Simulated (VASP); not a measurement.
OSZICAR of a VASP run on Rh (fcc):

### OSZICAR
```
       N       E                     dE             d eps       ncg     rms          rms(c)
DAV:   1     0.110316953705E+03    0.11032E+03   -0.91402E+03  2648   0.139E+03
DAV:   2    -0.633203466723E+01   -0.11665E+03   -0.11171E+03  2712   0.375E+02
DAV:   3    -0.775617752850E+01   -0.14241E+01   -0.14174E+01  3030   0.473E+01
DAV:   4    -0.776501197858E+01   -0.88345E-02   -0.88337E-02  2886   0.382E+00
DAV:   5    -0.776514785399E+01   -0.13588E-03   -0.13587E-03  2997   0.454E-01    0.959E+00
DAV:   6    -0.727743743750E+01    0.48771E+00   -0.11550E+00  2736   0.160E+01    0.329E+00
DAV:   7    -0.726180399617E+01    0.15633E-01   -0.19308E-02  2973   0.179E+00    0.161E+00
DAV:   8    -0.725828801604E+01    0.35160E-02   -0.30417E-03  2763   0.872E-01    0.161E-01
DAV:   9    -0.725819534501E+01    0.92671E-04   -0.66308E-05  3042   0.132E-01    0.171E-02
DAV:  10    -0.725819963450E+01   -0.42895E-05   -0.35085E-06  2862   0.277E-02    0.224E-03
DAV:  11    -0.725819966962E+01   -0.35125E-07   -0.19793E-07  1593   0.641E-03
   1 F= -.72581997E+01 E0= -.72581781E+01  d E =-.725820E+01
       N       E                     dE             d eps       ncg     rms          rms(c)
DAV:   1    -0.725894448587E+01   -0.74485E-03   -0.11198E-02  2754   0.175E+00    0.193E-01
DAV:   2    -0.725818337205E+01    0.76111E-03   -0.18557E-03  2742   0.652E-01    0.340E-02
DAV:   3    -0.725818047502E+01    0.28970E-05   -0.22493E-05  2874   0.639E-02    0.200E-02
DAV:   4    -0.725818649571E+01   -0.60207E-05   -0.58464E-06  2844   0.336E-02    0.165E-03
DAV:   5    -0.725818620194E+01    0.29377E-06   -0.14252E-07  1497   0.607E-03
   2 F= -.72581862E+01 E0= -.72581651E+01  d E =0.134677E-04
       N       E                     dE             d eps       ncg     rms          rms(c)
DAV:   1    -0.725859096431E+01   -0.40447E-03   -0.57345E-03  2754   0.126E+00    0.138E-01
DAV:   2    -0.725820746577E+01    0.38350E-03   -0.95090E-04  2712   0.467E-01    0.247E-02
DAV:   3    -0.725820301388E+01    0.44519E-05   -0.11372E-05  2874   0.454E-02    0.145E-02
DAV:   4    -0.725820099023E+01    0.20237E-05   -0.29596E-06  2731   0.240E-02    0.115E-03
DAV:   5    -0.725820115444E+01   -0.16422E-06   -0.78445E-08  1410   0.451E-03
   3 F= -.72582012E+01 E0= -.72581797E+01  d E =-.148482E-05
```

Which electronic solver shows in the log?

It is blocked Davidson (ALGO = Normal, or the opening steps of other solvers). The INCAR had ALGO = Normal.

Can the final energy be trusted as converged?

The calculation finished and met its thresholds. It stopped with EDIFF = 1E-6, NELM = 100, NSW = 60 and EDIFFG = -0.01 after 3 ionic steps (PBE GGA, plane waves, VASP's PBE PAW potentials (set 64)).

The compound is Rh in the fcc structure. This run relaxes it. Symmetry was kept, so distortions that lower it aren't found. The start is the result of an earlier pass.
